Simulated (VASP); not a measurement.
Level of theory: PBEsol GGA, VASP's PBE PAW potentials (set 64) (plane waves; VASP).

A VASP calculation is set up with these files.

**INCAR**
```
SYSTEM = Zn4S3Te
PREC = Accurate; ENCUT = 400; LREAL = .False.
LASPH = .True.
EDIFF = 1E-7; NELM = 100; ALGO = Normal
LMAXMIX = 4
ISMEAR = -5
GGA = PS
ISIF = 2
LWAVE = .False.; LCHARG = .True.; LORBIT = 11
NEDOS = 601
LEFG = .True.
```

**POSCAR**
```
Zn4S3Te
5.5396270
  0.9999999986   0.0000000000   0.0000000000
  0.0000000000   0.9999999986   0.0000000000
  0.0000000000   0.0000000000   0.9999999986
Zn Te S
4 1 3
Direct
  0.9846996259   0.9846996259   0.9846996259
  0.5153003741   0.5153003741   0.9846996259
  0.5153003741   0.9846996259   0.5153003741
  0.9846996259   0.5153003741   0.5153003741
  0.2500000000   0.2500000000   0.2500000000
  0.7500000000   0.7500000000   0.2500000000
  0.7500000000   0.2500000000   0.7500000000
  0.2500000000   0.7500000000   0.7500000000
```

KPOINTS:
```
kpoints
0
Gamma
  5 5 5
```

POTCAR, in this order: Zn Te S (PBE.64 set). Program: vasp_std.

What VASP printed:

**OSZICAR**
```
       N       E                     dE             d eps       ncg     rms          rms(c)
DAV:   1     0.490207300227E+03    0.49021E+03   -0.28599E+04   860   0.164E+03
DAV:   2     0.332384816247E+02   -0.45697E+03   -0.44525E+03   860   0.379E+02
DAV:   3    -0.272817477571E+02   -0.60520E+02   -0.59935E+02   982   0.135E+02
DAV:   4    -0.297166691244E+02   -0.24349E+01   -0.24283E+01  1000   0.268E+01
DAV:   5    -0.297599573632E+02   -0.43288E-01   -0.43268E-01  1084   0.371E+00    0.131E+01
DAV:   6    -0.282362816480E+02    0.15237E+01   -0.41531E+00  1188   0.457E+01    0.997E+00
DAV:   7    -0.283019019822E+02   -0.65620E-01   -0.35824E+00   911   0.797E+00    0.438E+00
DAV:   8    -0.282628655410E+02    0.39036E-01   -0.20441E-01  1087   0.468E+00    0.150E+00
DAV:   9    -0.282628192182E+02    0.46323E-04   -0.49907E-02  1079   0.260E+00    0.311E-01
DAV:  10    -0.282629963010E+02   -0.17708E-03   -0.35113E-03   980   0.451E-01    0.269E-01
DAV:  11    -0.282630344366E+02   -0.38136E-04   -0.47590E-04  1026   0.111E-01    0.150E-01
DAV:  12    -0.282631110188E+02   -0.76582E-04   -0.19269E-04  1097   0.112E-01    0.421E-02
DAV:  13    -0.282631255575E+02   -0.14539E-04   -0.42888E-05  1002   0.422E-02    0.449E-02
DAV:  14    -0.282631200564E+02    0.55011E-05   -0.16527E-05  1052   0.224E-02    0.630E-03
DAV:  15    -0.282631204432E+02   -0.38671E-06   -0.76758E-06   994   0.117E-02    0.132E-02
DAV:  16    -0.282631204274E+02    0.15800E-07   -0.13800E-06   929   0.662E-03    0.309E-03
DAV:  17    -0.282631205059E+02   -0.78551E-07   -0.22637E-07   720   0.191E-03
   1 F= -.28263121E+02 E0= -.28263121E+02  d E =0.000000E+00
```

OUTCAR:
```
------------------------ aborting loop because EDIFF is reached ----------------------------------------
  FORCE on cell =-STRESS in cart. coord.  units (eV):
  Direction    XX          YY          ZZ          XY          YZ          ZX
  --------------------------------------------------------------------------------------
  Total       -0.1107391     -0.1107391     -0.1107391     -0.0000000     -0.0000000     -0.0000000
  in kB       -1.0436868     -1.0436868     -1.0436868     -0.0000000     -0.0000000     -0.0000000
  external PRESSURE =      -1.0436868 kB  Pullay stress =       0.0000000 kB
  volume of cell :      170.00
      direct lattice vectors                 reciprocal lattice vectors
     5.539626992  0.000000000  0.000000000     0.180517569  0.000000000  0.000000000
     0.000000000  5.539626992  0.000000000     0.000000000  0.180517569  0.000000000
     0.000000000  0.000000000  5.539626992     0.000000000  0.000000000  0.180517569
 POSITION                                       TOTAL-FORCE (eV/Angst)
 -----------------------------------------------------------------------------------
      5.45487      5.45487      5.45487         0.004775      0.004775      0.004775
      2.85457      2.85457      5.45487        -0.004775     -0.004775      0.004775
      2.85457      5.45487      2.85457        -0.004775      0.004775     -0.004775
      5.45487      2.85457      2.85457         0.004775     -0.004775     -0.004775
      1.38491      1.38491      1.38491        -0.000000      0.000000      0.000000
      4.15472      4.15472      1.38491        -0.000000      0.000000     -0.000000
      4.15472      1.38491      4.15472        -0.000000      0.000000     -0.000000
      1.38491      4.15472      4.15472        -0.000000      0.000000      0.000000
 -----------------------------------------------------------------------------------
    total drift:                                0.000000      0.000000      0.000000
  FREE ENERGIE OF THE ION-ELECTRON SYSTEM (eV)
  ---------------------------------------------------
  free  energy   TOTEN  =       -28.2631205059 eV

  energy  without entropy=      -28.2631205059  energy(sigma->0) =      -28.26312051

 total charge

# of ion       s       p       d       tot
------------------------------------------
    1        0.537   0.480   9.788  10.804
    2        0.537   0.480   9.788  10.804
    3        0.537   0.480   9.788  10.804
    4        0.537   0.480   9.788  10.804
    5        1.341   2.150   0.034   3.525
    6        1.312   2.394   0.000   3.706
    7        1.312   2.394   0.000   3.706
    8        1.312   2.394   0.000   3.706
--------------------------------------------------
tot          7.424  11.250  39.185  57.859

 Electric field gradients after diagonalization (V/A^2)
 (convention: |V_zz| > |V_xx| > |V_yy|)
----------------------------------------------------------------------
 ion       V_xx      V_yy      V_zz     asymmetry (V_yy - V_xx)/ V_zz
----------------------------------------------------------------------
   1      -0.216    -0.216     0.433       0.000
   2      -0.216    -0.216     0.433       0.000
   3      -0.216    -0.216     0.433       0.000
   4      -0.216    -0.216     0.433       0.000
   5      -0.000    -0.000    -0.000      -0.322
   6     -19.097   -19.097    38.195       0.000
   7     -19.097   -19.097    38.195       0.000
   8     -19.097   -19.097    38.195       0.000
```
(Selected blocks of OUTCAR.)

The structure was generated: Zn4S3Te was put into an ordered model structure (P-43m), which need not be its known phase. It was relaxed first.
